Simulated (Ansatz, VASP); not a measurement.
# Ti (Titanium) in two plane-wave programs

Aim: how closely do two programs agree when they are given the same cell, functional and k mesh? The cell is taken from a series of runs on this material, whose earlier steps may have relaxed, scaled, displaced or heated it; both programs get it as it stands.

Method: plane waves, with VASP 6.6.1 beside it; PBE, in Ansatz 0.2.0.

### 1. The structure

The structure is hexagonal, space group P6_3/mmc (No. 194). Conventional cell: a = 2.938 Å, b = 2.938 Å, c = 4.652 Å, α = 90.00°, β = 90.00°, γ = 120.00°. Nearest to Ti lie 12 Ti at 2.88 to 2.94 Å.

### 2. VASP: relaxation of cell and atoms, PBE

The relaxed volume is the usual yardstick between codes: in a stiff, nearly cubic crystal its relative difference is about their pressure difference at one cell divided by the bulk modulus.

Lines of VASP's logs that name or quote its potential files are left out, and so is its time.

File INCAR:

```
SYSTEM = Ti
PREC = Accurate
ENCUT = 500
EDIFF = 1E-07
NELM = 120
ISMEAR = 1
SIGMA = 0.2
LREAL = .FALSE.
ALGO = Normal
GGA = PE
NBANDS = 18
LASPH = .TRUE.
LORBIT = 11
LWAVE = .FALSE.
LCHARG = .FALSE.
ISIF = 3
IBRION = 2
NSW = 80
EDIFFG = -0.005
GGA_COMPAT = .FALSE.
NELMIN = 4
KPAR = 2
```

File POSCAR:

```
Ti
1.0
    2.9380140000      0.0000000000      0.0000000000
   -1.4690070000      2.5443950000      0.0000000000
    0.0000000000      0.0000000000      4.6515920000
Ti
2
Direct
    0.3333331369      0.6666666668      0.2500000000
    0.6666664703      0.3333333334      0.7500000000
```

File KPOINTS:

```
Automatic mesh
0
Gamma
21 21 12
0 0 0
```

The projector-augmented-wave data sets are Ti_sv (PBE family, release 64).

The run is started by

```sh
$ mpirun -np 2 vasp_std
```

Numbers of over 12 decimals in the logs are rounded to 6 here.

The log of the run:

```text
[banner, memory and clock lines left out]
running    2 mpi-ranks, on    1 nodes
 distrk:  each k-point on    1 cores,    2 groups
 distr:  one band on    1 cores,    1 groups

 POSCAR found type information on POSCAR Ti
 POSCAR found :  1 types and       2 ions
 LDA part: xc-table for (Slater+PW92), standard interpolation
 POSCAR, INCAR and KPOINTS ok, starting setup
 FFT: planning ... GRIDC
 FFT: planning ... GRID_SOFT
 FFT: planning ... GRID
 WAVECAR not read
 entering main loop
       N       E                     dE             d eps       ncg     rms          rms(c)
DAV:   1     0.256398915854E+03    0.25640E+03   -0.13008E+04 12104   0.163E+03
DAV:   2     0.122910287617E+02   -0.24411E+03   -0.24092E+03 12328   0.451E+02
DAV:   3    -0.164725473986E+02   -0.28764E+02   -0.28411E+02 22800   0.127E+02
DAV:   4    -0.176962577948E+02   -0.12237E+01   -0.12221E+01 13772   0.274E+01
DAV:   5    -0.177585991156E+02   -0.62341E-01   -0.62331E-01 19150   0.437E+00    0.118E+01
DAV:   6    -0.156648192233E+02    0.20938E+01   -0.78411E+00 14226   0.292E+01    0.298E+00
DAV:   7    -0.156511192754E+02    0.13700E-01   -0.77474E-01 18476   0.671E+00    0.205E+00
DAV:   8    -0.156787898422E+02   -0.27671E-01   -0.21726E-01 14292   0.556E+00    0.709E-01
DAV:   9    -0.156696468746E+02    0.91430E-02   -0.52947E-02 14508   0.237E+00    0.642E-02
DAV:  10    -0.156699052919E+02   -0.25842E-03   -0.25684E-03 17750   0.355E-01    0.874E-02
DAV:  11    -0.156699589986E+02   -0.53707E-04   -0.20173E-04 14320   0.106E-01    0.308E-02
DAV:  12    -0.156699483108E+02    0.10688E-04   -0.35035E-05 15158   0.475E-02    0.542E-03
DAV:  13    -0.156699500238E+02   -0.17130E-05   -0.84162E-07 15250   0.875E-03    0.997E-04
DAV:  14    -0.156699506551E+02   -0.63130E-06   -0.20799E-07 10596   0.336E-03    0.684E-04
DAV:  15    -0.156699507625E+02   -0.10742E-06   -0.30965E-08  7030   0.162E-03    0.235E-04
DAV:  16    -0.156699508455E+02   -0.82992E-07   -0.10513E-08  6854   0.876E-04
   1 F= -.15669951E+02 E0= -.15671634E+02  d E =-.156700E+02
 curvature:   0.00 expect dE= 0.000E+00 dE for cont linesearch  0.000E+00
 trial: gam= 0.00000 g(F)=  0.159E-39 g(S)=  0.367E-03 ort = 0.000E+00 (trialstep = 0.100E+01)
 search vector abs. value=  0.367E-03
 bond charge predicted
       N       E                     dE             d eps       ncg     rms          rms(c)
DAV:   1    -0.156790893342E+02   -0.91386E-02   -0.21970E-01 16116   0.577E+00    0.814E-01
DAV:   2    -0.156698883963E+02    0.92009E-02   -0.44146E-02 16906   0.221E+00    0.226E-01
DAV:   3    -0.156695668299E+02    0.32157E-03   -0.59273E-03 17166   0.443E-01    0.736E-02
DAV:   4    -0.156697798657E+02   -0.21304E-03   -0.10798E-03 15558   0.210E-01    0.293E-02
DAV:   5    -0.156699436402E+02   -0.16377E-03   -0.36688E-04 15318   0.117E-01    0.432E-02
DAV:   6    -0.156699853374E+02   -0.41697E-04   -0.12007E-04 18014   0.797E-02    0.134E-02
DAV:   7    -0.156699936120E+02   -0.82746E-05   -0.16576E-05 15860   0.297E-02    0.120E-03
DAV:   8    -0.156699944451E+02   -0.83304E-06   -0.19510E-06 18442   0.775E-03    0.100E-03
DAV:   9    -0.156699946841E+02   -0.23909E-06   -0.41954E-08  6984   0.206E-03    0.335E-04
DAV:  10    -0.156699947820E+02   -0.97828E-07   -0.14716E-08  6348   0.115E-03
   2 F= -.15669995E+02 E0= -.15671657E+02  d E =-.439364E-04
 trial-energy change:   -0.000044  1 .order   -0.000044   -0.000367    0.000280
 step:   0.5677(harm=  0.5677)  dis= 0.00000  next Energy=   -15.670055 (dE=-0.104E-03)
 bond charge predicted
       N       E                     dE             d eps       ncg     rms          rms(c)
DAV:   1    -0.156717608384E+02   -0.17662E-02   -0.41166E-02 16132   0.251E+00    0.353E-01
DAV:   2    -0.156700367874E+02    0.17241E-02   -0.83708E-03 16920   0.959E-01    0.970E-02
DAV:   3    -0.156699801780E+02    0.56609E-04   -0.10980E-03 17062   0.190E-01    0.312E-02
DAV:   4    -0.156700178932E+02   -0.37715E-04   -0.19853E-04 15606   0.890E-02    0.131E-02
DAV:   5    -0.156700483559E+02   -0.30463E-04   -0.71766E-05 15260   0.512E-02    0.187E-02
DAV:   6    -0.156700541306E+02   -0.57747E-05   -0.21437E-05 17958   0.345E-02    0.587E-03
DAV:   7    -0.156700549884E+02   -0.85781E-06   -0.31402E-06 15848   0.129E-02    0.531E-04
DAV:   8    -0.156700548749E+02    0.11355E-06   -0.34019E-07 13626   0.328E-03    0.334E-04
DAV:   9    -0.156700547693E+02    0.10553E-06   -0.14414E-08  6212   0.103E-03    0.186E-04
DAV:  10    -0.156700547418E+02    0.27567E-07   -0.44682E-09  6174   0.498E-04
   3 F= -.15670055E+02 E0= -.15671726E+02  d E =-.103896E-03
 curvature:  -0.28 expect dE=-0.518E-06 dE for cont linesearch -0.161E-07
 trial: gam=-0.00746 g(F)=  0.886E-40 g(S)=  0.182E-05 ort = 0.456E-05 (trialstep = 0.914E+00)
 search vector abs. value=  0.178E-05
 reached required accuracy - stopping structural energy minimisation
```

From OUTCAR (step 2):

```text
ion  position               nearest neighbor table
   1  0.333  0.667  0.250-   2 2.88   2 2.88   2 2.88   2 2.88   2 2.88   2 2.88
   2  0.667  0.333  0.750-   1 2.88   1 2.88   1 2.88   1 2.88   1 2.88   1 2.88

  LATTYP: Found a hexagonal cell.
 ALAT       =     2.9380140000
 C/A-ratio  =     1.5832436469

 Subroutine GETGRP returns: Found 24 space group operations
 (whereof 12 operations were pure point group operations)

The static configuration has the point symmetry D_3d.
 The point group associated with its full space group is D_6h.

 Found    336 irreducible k-points:

   k-points           NKPTS =    336   k-points in BZ     NKDIM =    336   number of bands    NBANDS=     18

   dimension x,y,z NGX =    24 NGY =   24 NGZ =   36
   dimension x,y,z NGXF=    48 NGYF=   48 NGZF=   72

   ENCUT  =  500.0 eV  36.75 Ry    6.06 a.u.   5.36  5.36  8.48*2*pi/ulx,y,z

   NELECT =      24.0000    total number of electrons

 k-points in reciprocal lattice and weights: Automatic mesh
   0.00000000  0.00000000  0.00000000       0.000
   0.04761905 -0.00000000  0.00000000       0.001
   0.09523810  0.00000000  0.00000000       0.001
   0.14285714  0.00000000  0.00000000       0.001
   0.19047619  0.00000000  0.00000000       0.001
   0.23809524 -0.00000000  0.00000000       0.001
   0.28571429 -0.00000000  0.00000000       0.001
   0.33333333  0.00000000  0.00000000       0.001
   0.38095238  0.00000000  0.00000000       0.001
[...]
0.33333333  0.28571429  0.50000000       0.002
   0.33333333  0.33333333  0.50000000       0.000

 average (electrostatic) potential at core
       1 -72.4430       2 -72.4430

 E-fermi :   8.3704

 k-point     1 :       0.0000    0.0000    0.0000
  band No.  band energies     occupation
    ...
      6     -24.3842      2.00000
      7     -24.3455      2.00000
      8     -24.3455      2.00000
      9       2.1405      2.00000
     10       5.6617      2.00000
     11       9.1303     -0.00000
     12       9.1303     -0.00000
     13       9.1353     -0.00000
     14       9.2441     -0.00000
     15       9.6305     -0.00000
    ...

 k-point     2 :       0.0476   -0.0000    0.0000
  band No.  band energies     occupation
    ...
      6     -24.3863      2.00000
      7     -24.3563      2.00000
      8     -24.3468      2.00000
      9       2.2045      2.00000
     10       5.7128      2.00000
     11       8.9770     -0.00016
     12       9.0036     -0.00007
     13       9.1754     -0.00000
     14       9.3706     -0.00000
     15       9.5973     -0.00000
    ...

 k-point     3 :       0.0952    0.0000    0.0000
  band No.  band energies     occupation
    ...
      6     -24.3927      2.00000
      7     -24.3876      2.00000
      8     -24.3508      2.00000
      9       2.3945      2.00000
     10       5.8599      2.00000
     11       8.6804     -0.05077
     12       8.7428     -0.02432
     13       9.3091     -0.00000
     14       9.4721     -0.00000
     15       9.5682     -0.00000
    ...

  Total        0.0032503      0.0032503     -0.0073825      0.0000000      0.0000000      0.0000000
  in kB        0.1501941      0.1501941     -0.3411452      0.0000000      0.0000000      0.0000000
  external PRESSURE =      -0.0135857 kB  Pullay stress =       0.0000000 kB

  energy-cutoff  :      500.00
  volume of cell :       34.67
      direct lattice vectors                 reciprocal lattice vectors
     2.935408137  0.000000000  0.000000000     0.340668130  0.196684818  0.000000000
    -1.467704069  2.542138256 -0.000000000     0.000000000  0.393369636  0.000000000
     0.000000000 -0.000000000  4.646327190     0.000000000  0.000000000  0.215223758

 POSITION                                       TOTAL-FORCE (eV/Angst)
 -----------------------------------------------------------------------------------
     -0.00000      1.69476      1.16158         0.000000      0.000000      0.000000
      1.46770      0.84738      3.48475        -0.000000     -0.000000      0.000000
 -----------------------------------------------------------------------------------
    total drift:                                0.002169     -0.000011     -0.000000

  FREE ENERGIE OF THE ION-ELECTRON SYSTEM (eV)
  ---------------------------------------------------
  free  energy   TOTEN  =       -15.6700547418 eV

  energy  without entropy=      -15.6750682964  energy(sigma->0) =      -15.67172593

 reached required accuracy - stopping structural energy minimisation

 total charge
# of ion       s       p       d       tot
------------------------------------------
    1        2.250   6.122   1.880  10.252
    2        2.250   6.122   1.880  10.252
--------------------------------------------------
tot          4.500  12.243   3.760  20.503

[... 3 further parts left out ...]
```

CONTCAR:

```
Ti
   1.00000000000000
     2.9354081371171077    0.0000000000000000    0.0000000000000000
    -1.4677040685585538    2.5421382559078287   -0.0000000000000000
     0.0000000000000000   -0.0000000000000000    4.6463271899711076
  Ti
     2
Direct
     0.3333331369000021    0.6666666667999976    0.2500000000000000
     0.6666664703000009    0.3333333333999988    0.7500000000000000
```

The run keeps the 24 symmetry operations of its start, so it cannot find a distortion of lower symmetry.

### 3. Ansatz: relaxation of cell and atoms, PBE

Ansatz runs on its PAW soft_1 files.

The same cell, functional, mesh and smearing now go to Ansatz, which takes its cutoff from its data sets.

File input.yaml:

```yaml
crystal:
  lattice:
    - [2.9380142923, 0.0, 0.0]
    - [-1.4690071461, 2.5443950138, 0.0]
    - [0.0, 0.0, 4.6515923211]
  atoms:
    - { symbol: Ti, position: [0.3333333333, 0.6666666667, 0.25] }
    - { symbol: Ti, position: [0.6666666667, 0.3333333333, 0.75] }
kpoints:
  mp_grid: { grid: [21, 21, 12] }
hamiltonian:
  xc: pbe
  pseudopotentials: { kind: paw, azcp: { folder: soft_1 } }
scf:
  occupations: { method: methfessel_paxton, width: 0.2 }
output:
  forces: true
  stress: true
  eigenvalues: true
relax:
  adjacent_minimum: "off"
  f_tol: 0.001
  max_steps: 60
  cell: { stress_tol: 0.01 }
```

The run is started by

```sh
$ ansatz run input.yaml --threads 4 --pin off --max-ram 15360MiB --backend cpu --events-out ev --progress --plain --runs-dir out
```

The log of the run:

```text
Engine: ansatz 0.2.0, aarch64-unknown-linux-gnu
Pseudopotentials: kind: paw
Pseudopotential: Ti, paw, valence charge 12, recommended cutoff 420 eV (normal), soft_1/Ti.paw.azcp
Functional definition: PBE
  parameter kappa = 0.804
  parameter beta = 0.066725
  exchange = pbe_x(kappa = kappa, mu = beta*pi^2/3)
  correlation = pbe_c(beta = beta)
Crystal: 2 atoms, lattice volume = 34.773 Å³
Basis set: ecut = 420 eV, 687 PW (Γ), exchange–correlation on 40×40×64 points (8 copies of the dense FFT grid, shifted against one another)
Bands: 16, of which v1, the nominal top of the filled ones, is band 12 counted from 1 (11 counted from 0)
Symmetry: 24 space group operations
Space group: P63/mmc (ITA 194), of the structure as read, at distance tolerance 3.3e-5 Å
k-points: 336 of 5292
Non-local potential: Ti, projectors of the file, l = 0: 3, l = 1: 2, l = 2: 3, l = 3: 1
PAW form: soft (Blöchl's): semilocal exchange-correlation on the pseudo side does not see the compensation charge
PAW one-centre angular grid: Ti, 590 points (default); XC on 64 Gauss nodes
Initial density: superposition of atomic densities (chi_scale 0.1, normalization cell)
Initial wavefunctions: pseudopotential atomic-orbital guess
Functional: x = pbe(κ = 0.804, μ = 0.219515), c = pbe(β = 0.066725)
SCF iter   1: F=—  HF=-4999.732408 eV  |F-HF|=—  |Δ(HF+E_count)|=         —  Δρ=5.91e-2  dr2=1.27e0  ethr=3.10e-3  ⟨swp⟩=2.9  Hψ=19680  notcnv=0
preconditioner: auto → none  [metal: Δε(μ)=0.001 eV  Ē_g=3.130 eV  σ=0.200 eV  W_gap=0.01  n_scr=8 (ndim 8)  ℏωp=17.8 eV  f_vac=0.000  D(μ)=1.62/eV (n_scr^D=22)  sad-step TF]
SCF iter   2: F=—  HF=-4999.435337 eV  |F-HF|=—  |Δ(HF+E_count)|=   2.97e-1  S|Δr|=    0.00e0  Δρ=3.01e-2  dr2=3.49e-1  ethr=3.10e-3  ⟨swp⟩=2.5  Hψ=10556  notcnv=0
SCF iter   3: F=—  HF=-4999.334592 eV  |F-HF|=—  |Δ(HF+E_count)|=   1.01e-1  S|Δr|=    0.00e0  Δρ=1.79e-3  dr2=6.95e-4  ethr=1.45e-3  ⟨swp⟩=2.2  Hψ=8463  notcnv=0
SCF iter   4: F=—  HF=-4999.335271 eV  |F-HF|=—  |Δ(HF+E_count)|=   6.78e-4  S|Δr|=    0.00e0  Δρ=2.79e-4  dr2=1.76e-5  ethr=2.90e-6  ⟨swp⟩=2.0  Hψ=8664  notcnv=0
SCF iter   5: F=—  HF=-4999.335310 eV  |F-HF|=—  |Δ(HF+E_count)|=   3.91e-5  S|Δr|=    0.00e0  Δρ=2.98e-5  dr2=1.63e-7  ethr=7.32e-8  ⟨swp⟩=2.0  Hψ=6634  notcnv=0
SCF iter   6: F=-4999.335310 eV  HF=-4999.335310 eV  |F-HF|=6.18e-9  |Δ(HF+E_count)|=   7.06e-8  S|Δr|=    0.00e0  Δρ=6.83e-6  dr2=9.13e-9  ethr=4.17e-10  ⟨swp⟩=4.5  Hψ=18029  notcnv=0
SCF 1 converged in 6 iterations: F = -4999.335310 eV  dr2 = 9.13e-9
  greatest PAW one-centre occupation: 0.999 electrons in one spin orbital (limit 2), on the Ti atom at site 1 (counted from 0), in its partial waves of l = 0
relax step   1: F+E_penalty+E_count = -4999.33530972 eV  Δ(F+E_penalty+E_count) = +0.000e0 eV  max|allowed force component| = 1.110e-16 eV/Å  Δτ_max = 0.0000 Å  P = -0.026 GPa  Ω = 34.773 Å³  (6 SCF iters, dr2 threshold 1.00e-7 eV, accepted)
[...]
relax step   2: F+E_penalty+E_count = -4999.33531612 eV  Δ(F+E_penalty+E_count) = -6.395e-6 eV  max|allowed force component| = 1.480e-16 eV/Å  Δτ_max = 0.0000 Å  P = +0.025 GPa  Ω = 34.757 Å³  energy of the carried Pulay correction = +3.721e-6 eV  (3 SCF iters, dr2 threshold 1.17e-8 eV, accepted)
[...]
relax step   3: F+E_penalty+E_count = -4999.33531471 eV  Δ(F+E_penalty+E_count) = +1.409e-6 eV  max|allowed force component| = 3.608e-16 eV/Å  Δτ_max = 0.0000 Å  P = -0.003 GPa  Ω = 34.766 Å³  energy of the carried Pulay correction = +1.730e-6 eV  (3 SCF iters, dr2 threshold 1.60e-9 eV, accepted)
[...]
relax step   4: F+E_penalty+E_count = -4999.33531267 eV  Δ(F+E_penalty+E_count) = +2.037e-6 eV  max|allowed force component| = 4.071e-16 eV/Å  Δτ_max = 0.0000 Å  P = -0.002 GPa  Ω = 34.766 Å³  stress off target by 3.42e-3 GPa  SCF on the basis re-selected at this cell (its energy is not comparable with the rows above)  (4 SCF iters)
basis re-selected at this cell: Δ(F+E_penalty+E_count) = +2.037e-6 eV, ΔP = +0.000 GPa vs the last step (what re-selecting the basis moved, of the pressure what is left beyond the Pulay correction that the steps carried, after the strain that the cell walked since its last selection, with what the two solves' SCF thresholds leave and, on support functions, any second-order correction that the steps lacked; it is no m [...]
SCF converged after 4 iterations
Stability not checked: this state was not tested for a lower state beside it, because cold or Methfessel-Paxton smearing, or corrected tetrahedra, fill the levels in a way that the test cannot read (fill_not_monotonic; see scf.lower_state_search)
Free energy (F): -4999.335313 eV
Harris-Foulkes:  -4999.335313 eV  (|F-HF|=9.09e-13)
Internal energy: -4999.340362 eV  (E = F + TS)
E sigma→0 (E₀):  -4999.336575 eV
Entropy (-TS):   0.005049 eV (2.525 meV/atom)
Fermi energy:    13.293684 eV
--- Per-component energies (eV) ---
  E_band       = -317.479077
  E_kinetic    = 562.040085
  E_local      = -1746.456597  (includes V_loc(G=0)·N_el)
  E_nonlocal   = 120.808912
  E_hartree    = 692.312877
  E_xc         = -232.297507
  E_vxc        = -290.876477  (∫ρ·V_xc dr)
  E_paw        = -2084.228384  (= ΣΔE_a)
  E_vpaw       = -347.620613  (= ΣTr[D̂ρ^β])
  E_aug_tail   = -0.000165  (compensation charges beyond the density's cutoff)
  E_ewald      = -2311.519583
  E_smearing   = 0.005049  (= −TS)
  E_closure    = 0.000000  (closes the sum)
  Σ components = -4999.335313   (vs F -4999.335313, Δ=0.00e0)
--- Forces (eV/Å), atoms counted from 1 ---
  atom   1  Ti     0.00000000     0.00000000    -0.00000000
  atom   2  Ti     0.00000000    -0.00000000     0.00000000
  max |Σ_I F_I| component: 1.85e-16 eV/Å
--- Stress (GPa, compression-positive) ---
       -0.003423       0.000000       0.000000
        0.000000      -0.003423       0.000000
        0.000000       0.000000      -0.000444
  P = ⅓ Tr σ = -0.0024 GPa (-0.024 kbar)
--- Band table (eV; the first three rows and the last of 336) ---
  k-point 0: bands = [... 8 lower, 7.0976, 10.5961, 14.0453, 14.0535, 14.0535, 14.1721, 14.5545, 14.5545]
  k-point 1: bands = [... 8 lower, 7.1564, 10.5677, 13.9401, 14.0220, 14.0220, 14.1391, 14.5214, 14.5214]
  k-point 2: bands = [... 8 lower, 7.3305, 10.4671, 13.6892, 13.9573, 13.9573, 14.0439, 14.4315, 14.4315]
  k-point 335: bands = [... 8 lower, 12.0333, 12.0333, 12.2044, 12.2044, 13.0560, 13.0560, 14.9595, 14.9595]
--- Relaxed structure (3 steps of the walk, 3 accepted, 1 SCFs on fresh bases) ---
  F+E_penalty+E_count = -4999.33531267 eV   max|allowed force component| = 4.071e-16 eV/Å   (the final SCF, on the basis selected at the relaxed cell)
  cell:  # Å, volume = 34.7659 Å³
    - [2.938405, -2.8871264283892973e-11, 0]
    - [-1.469202, 2.544733, 0]
    - [0, 0, 4.649430]
  atoms:
    - { symbol: Ti, position: [0.333333, 0.666667, 0.25] }
    - { symbol: Ti, position: [0.666667, 0.333333, 0.750000] }
```

The column dr2 measures how far the density is from self-consistency, as an energy; F and HF (Harris–Foulkes) agree once it is small.

### 4. Differences

Known differences besides the potentials themselves: the cutoff is 420 eV in Ansatz and 500 eV in VASP; Ansatz adds a Pulay correction to the stress that steers its cell, VASP none. Total energies have different zeros and are not compared.

Compared:

```csv
quantity,Ansatz,VASP,difference
volume (Å³),34.77,34.67,+0.27 %
"edge a after relaxation, in the typed setting (Å)",2.938,2.935,+0.10 %
"edge c after relaxation, in the typed setting (Å)",4.649,4.646,+0.07 %
```

### 5. What came out

| Property | Result |
| --- | --- |
| difference in volume (relaxation of cell and atoms, PBE) | 0.27 % |

What this shows: The difference in volume is 0.27 % (relaxation of cell and atoms, PBE), within the 1.2 % picked in this series as the mark of a large difference, as far as the stopping tolerances let one tell. How closely two codes agree says nothing of how well the functional describes the real material.

[Lines on the potential files, build, host, timing and source positions are cut from VASP's logs without a mark.]

[Logs are printed without paths, hosts, clocks, repeated set-up lines and the standing remarks that a program may print on its own settings, such as how far it seeks lower states.]

[Hosts, paths, dates, database ids (printed as entryN), source tags and the programs' standing remarks are cut or masked in the printed files.]
